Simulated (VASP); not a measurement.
A convergence study with VASP on MnO2 (rutile): one setting is varied, all else stays as given below, so the limit is that of these other settings.

```
CELL_PARAMETERS angstrom
      4.40000     0.00000     0.00000
      0.00000     4.40000     0.00000
      0.00000     0.00000     2.87000
ATOMIC_POSITIONS crystal
  Mn 0.00000 0.00000 0.00000
  Mn 0.50000 0.50000 0.50000
  O  0.30500 0.30500 0.00000
  O  0.80500 0.19500 0.50000
  O  0.19500 0.80500 0.50000
  O  0.69500 0.69500 0.00000
```
Starting moments (μB, in the order of the record's atoms Mn Mn O O O O): 3.0 -3.0 0.0 0.0 0.0 0.0.

These are PBE GGA, VASP's PBE PAW potentials (set 64) (plane waves; VASP 6.6.1) values and carry that method's errors. The tightest run used: 700 eV cut-off, 11×11×17 Γ-centred mesh, tetrahedra with Blöchl corrections, potentials Mn_pv O.

### Question
The settings run are 2×2×3 mesh; 3×3×4 mesh; 3×3×5 mesh; 4×4×6 mesh; 5×5×7 mesh; 5×5×8 mesh; 6×6×9 mesh; 7×7×10 mesh; 7×7×11 mesh; 8×8×12 mesh; 9×9×13 mesh; 9×9×14 mesh; 10×10×15 mesh; 11×11×16 mesh; 11×11×17 mesh. From which on does the energy per atom stay within 0.001 eV/atom of the tightest run?

### Answer
From 4×4×6 mesh on: it is off by 0.0004 there and by no more than 0.001 in any finer run, while 3×3×5 mesh is off by 0.0024.
```tsv
setting	E (eV/atom)	pressure (GPa)	largest force (eV/Å)	irreducible k-points	difference judged (eV/atom)
2×2×3 mesh	-7.9738	3.26	0.186	6	0.0143
3×3×4 mesh	-7.9852	3.25	0.180	9	0.0029
3×3×5 mesh	-7.9857	3.28	0.181	9	0.0024
4×4×6 mesh	-7.9877	3.56	0.144	24	0.0004
5×5×7 mesh	-7.9881	3.52	0.146	24	0.0001
5×5×8 mesh	-7.9882	3.52	0.145	30	0.0002
6×6×9 mesh	-7.9881	3.50	0.146	50	0.0000
7×7×10 mesh	-7.9881	3.49	0.147	60	0.0001
7×7×11 mesh	-7.9881	3.49	0.147	60	0.0001
8×8×12 mesh	-7.9880	3.45	0.151	105	0.0000
9×9×13 mesh	-7.9880	3.49	0.149	105	0.0000
9×9×14 mesh	-7.9880	3.48	0.148	120	0.0001
10×10×15 mesh	-7.9880	3.50	0.148	168	0.0000
11×11×16 mesh	-7.9881	3.47	0.151	189	0.0000
11×11×17 mesh	-7.9881	3.47	0.151	189	0.0000
```

Left out are rungs that failed or repeat a setting and relaxations that didn't move; long series are thinned to 24 rows.

The compound is MnO2 in the rutile structure. The cell was not relaxed at this level, forces remain on its atoms. The spin order is the one that the start imposed; others were not tried in this run.
